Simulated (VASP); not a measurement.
VASP input:

File KPOINTS:
```
K-points
0
Gamma
  11 11 3
0 0 0
```

POSCAR:
```
MgTi3
1
    2.9206065960     0.0000000000     0.0000000000
   -1.4603032980     2.5293198240     0.0000000000
    0.0000000000    -0.0000000000     9.5663087324
Mg Ti
1 3
Direct
  0.6666670000   0.3333330000   0.5000000000
  0.6666670000   0.3333330000   0.0000000000
  0.0000000000   0.0000000000   0.7680135565
  0.0000000000   0.0000000000   0.2319864435
```

**INCAR**
```
ALGO  =  Normal
EDIFF  =  1E-6
EDIFFG  =  -0.02
ENCUT  =  400
GGA  =  PS
IBRION  =  2
ISIF  =  3
ISMEAR  =  1
LASPH  =  T
LCHARG  =  F
LMAXMIX  =  4
LREAL  =  F
LWAVE  =  F
NELM  =  100
NSW  =  60
PREC  =  Accurate
SIGMA  =  0.1
SYSTEM  =  MgTi3
```

POTCAR, in this order: Mg Ti_sv (PBE.64 set). Program: vasp_std.

Task: Translate this PBEsol calculation to Quantum ESPRESSO's pw.x.

Result: One equivalent input (not run):
```
&CONTROL
  calculation = 'vc-relax'
  pseudo_dir = './pseudo'
  outdir = './out'
  tprnfor = .true.
  tstress = .true.
  nstep = 60
  forc_conv_thr = 0.00078
/
&SYSTEM
  ibrav = 0
  nat = 4
  ntyp = 2
  ecutwfc = 84
  occupations = 'smearing'
  smearing = 'methfessel-paxton'
  degauss = 0.00735
  input_dft = 'pbesol'
/
&ELECTRONS
  conv_thr = 7.3e-08
  electron_maxstep = 100
/
&IONS
/
&CELL
/
ATOMIC_SPECIES
  Mg 24.305 Mg.upf
  Ti 47.867 Ti.upf
CELL_PARAMETERS angstrom
     2.9206066    0.0000000    0.0000000
    -1.4603033    2.5293198    0.0000000
     0.0000000   -0.0000000    9.5663087
ATOMIC_POSITIONS crystal
  Mg   0.6666670  0.3333330  0.5000000
  Ti   0.6666670  0.3333330  0.0000000
  Ti   0.0000000  0.0000000  0.7680136
  Ti   0.0000000  0.0000000  0.2319864
K_POINTS automatic
  11 11 3 0 0 0
```
The two are equivalent in intent, not identical: the potentials are each code's own (VASP's PAW set, PseudoDojo norm-conserving files in pw.x), so ENCUT and ecutwfc are chosen apart and not converted; conv_thr bounds pw.x's estimated SCF error, while EDIFF bounds the energy change between steps; forc_conv_thr acts on force components and is met together with etot_conv_thr.

The structure comes from a computed database's MgTi3 entry (P-6m2); how it stands against other phases isn't given here. This run relaxes it. Symmetry was kept, so distortions that lower it aren't found. The start is the result of an earlier pass.
